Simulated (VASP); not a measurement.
A convergence study with VASP on SnTe (rock salt): one setting is varied, all else stays as given below, so the limit is that of these other settings.

```
SnTe
1.0
    0.00000     3.16000     3.16000
    3.16000     0.00000     3.16000
    3.16000     3.16000     0.00000
Sn Te
1 1
Direct
  0.00000   0.00000   0.00000
  0.50000   0.50000   0.50000
```

The numbers are results of PBE GGA, VASP's PBE PAW potentials (set 64) (plane waves; VASP), not measurements. The tightest run used: 550 eV cut-off, 12×12×12 Monkhorst-Pack mesh, Gaussian smearing of 0.050 eV, potentials Sn_d Te.

**Question.** The settings run are 1×1×1 mesh; 2×2×2 mesh; 3×3×3 mesh; 4×4×4 mesh; 5×5×5 mesh; 6×6×6 mesh; 7×7×7 mesh; 8×8×8 mesh; 9×9×9 mesh; 10×10×10 mesh; 11×11×11 mesh; 12×12×12 mesh. From which on does the stress (every component) stay within 0.1 GPa of the tightest run?

**Answer.** From 5×5×5 mesh on: it is off by 0.07 there and by no more than 0.1 in any finer run, while 4×4×4 mesh is off by 0.21.
```
setting        E (eV/atom)  pressure (GPa)  irreducible k-points  difference judged (GPa)
-------------  -----------  --------------  --------------------  -----------------------
1×1×1 mesh         -0.4291           35.81                     1                    33.95
2×2×2 mesh         -4.0911            0.33                     2                     1.53
3×3×3 mesh         -3.8199            1.81                     4                     0.05
4×4×4 mesh         -3.7750            2.07                    10                     0.21
5×5×5 mesh         -3.7772            1.79                    10                     0.07
6×6×6 mesh         -3.7753            1.83                    28                     0.03
7×7×7 mesh         -3.7771            1.79                    20                     0.07
8×8×8 mesh         -3.7757            1.85                    60                     0.01
9×9×9 mesh         -3.7757            1.84                    35                     0.02
10×10×10 mesh      -3.7752            1.86                   110                     0.00
11×11×11 mesh      -3.7752            1.86                    56                     0.00
12×12×12 mesh      -3.7751            1.86                   182                     0.00
```

Left out are rungs that failed or repeat a setting and relaxations that didn't move; long series are thinned to 24 rows.

The compound is SnTe in the rock salt structure, which distorts at low temperature. The cell was not relaxed at this level.
